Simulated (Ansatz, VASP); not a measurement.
One calculation of Al2Cl, two programs

```xyz
3
Lattice="0.0000 3.4783 3.4783 3.4783 0.0000 3.4783 3.4783 3.4783 0.0000" Properties=species:S:1:pos:R:3 pbc="T T T"
Al    1.7391    1.7391    1.7391
Al    5.2174    5.2174    5.2174
Cl    3.4783    3.4783    3.4783
```

Alike in both runs: functional PBE; k mesh 12 × 12 × 12; occupations gaussian, width 0.1 eV; no spin polarisation.

Ansatz relaxed the structure, and its values are those at the end. VASP's run is a single point on that final structure, the one shown.

|  | VASP | Ansatz |
| --- | --- | --- |
| version | VASP 6.6.1 | Ansatz 0.2.0 |
| potentials or method | VASP PAW PBE potentials, release 64 (Al, Cl) | scalar-relativistic, plane waves, PAW |
| plane-wave cutoff (eV) | 520 | 420 |
| valence electrons in the cell | 13 | 13 |

Ansatz gave:

| Property | Result |
| --- | --- |
| gap on the k mesh at the Fermi level (eV) | none |
| pressure (GPa) | 0.0 |

**Question.** Estimate VASP's values.

**Answer.** gap on the k mesh at the Fermi level (eV): none; pressure (GPa): -0.1.

A gap of «none» marks a metal or a gap that the smearing closes. With one functional, cell and mesh, what is left measures potentials, basis and numerics.

Caveats: an odd number of electrons without spin polarisation forces a metal; a magnetic or distorted state may lie lower.
